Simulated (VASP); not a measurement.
**Sr2SO: single point with r2SCAN**

Crystal: Sr2SO.

```
O Sr S
1.0
     4.11296    0.00000    0.00000
     0.00000    4.02088    0.00000
     0.00000    0.00000    5.69189
O Sr S
1 2 1
Direct
  0.00000 0.00000 0.00000
  0.00000 0.00000 0.50000
  0.50000 0.50000 0.00000
  0.50000 0.50000 0.50000
```

The cell was built by a generator and needn't be a form met in nature.

The cell isn't the ideal one: uniaxial_x strain +2.3%.

```yaml
Program: VASP 6.6.1
Task: single point
Functional: r2SCAN
Potentials_or_basis: VASP PAW PBE potentials, release 64 (O, Sr_sv, S)
Cutoff: 520 eV
k_mesh: 6 × 6 × 4
Occupations: gaussian, width 0.01 eV
Spin: no spin polarisation
Dipole_correction: no
Further_INCAR_settings: ALGO = Normal; EDIFF = 1e-06; NBANDS = 24
```

| Item | Value |
| --- | --- |
| Pressure | -1.2 GPa |
| Band gap on the k mesh | 2.58 eV, direct |

Stress tensor (GPa, compression positive):
```
-2.38  0.00  0.00
 0.00 -0.73  0.00
 0.00  0.00 -0.40
```

Levels at points of the mesh, in eV from the valence-band top:
```
           k point  band 13  band 14  band 15  band 16  band 17  band 18  band 19  band 20
(0.00, 0.00, 0.00)    -0.74    -0.06    -0.06     0.00     2.58     3.45     4.91     5.13
(0.50, 0.00, 0.00)    -1.42    -1.17    -0.50    -0.44     4.76     5.73     6.19     6.35
(0.00, 0.50, 0.00)    -1.38    -1.16    -0.60    -0.42     4.66     5.93     6.20     6.29
(0.50, 0.50, 0.00)    -0.95    -0.30    -0.30    -0.16     2.77     2.79     6.04     6.94
(0.00, 0.00, 0.50)    -0.92    -0.83    -0.17    -0.10     2.97     4.47     4.74     5.77
(0.50, 0.00, 0.50)    -1.81    -0.98    -0.78    -0.56     5.66     5.94     6.54     6.68
(0.00, 0.50, 0.50)    -1.98    -0.98    -0.77    -0.66     5.64     6.04     6.50     6.67
(0.50, 0.50, 0.50)    -1.68    -0.72    -0.58    -0.57     4.59     4.61     6.08     6.16
```

It took 4.4 min on 1 thread of Intel(R) Xeon(R) Platinum 8488C (Sapphire Rapids), on a shared host, peak memory 0.27 GiB.

Caveat: the PAW data sets were made with another functional, which shifts forces and pressure a little. A k mesh can miss the band edges.
